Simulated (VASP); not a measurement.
Input:

```
CdSe
1.0
    0.00000     3.03783     3.03783
    3.03783     0.00000     3.03783
    3.03783     3.03783     0.00000
Cd Se
1 1
Cartesian
  0.00000   0.00000   0.00000
  1.51891   1.51891   1.51891
```

The numbers are results of PW91 GGA, VASP's PBE PAW potentials (set 64) (plane waves; VASP 6.6.1), not measurements. Run with 520 eV cut-off, 7×7×7 Γ-centred mesh, Gaussian smearing of 0.050 eV, potentials Cd Se.

Problem. Give the stress tensor in GPa (positive for a compressed cell).

Solution. 
```
3.28  0.00  0.00
0.00  3.28  0.00
0.00  0.00  3.28
```
The pressure is its mean diagonal, 3.28 GPa.

The compound is CdSe in the zinc blende structure, whereas wurtzite is the usual form. This cell is one point of a volume scan, at 0.94 of the reference volume.
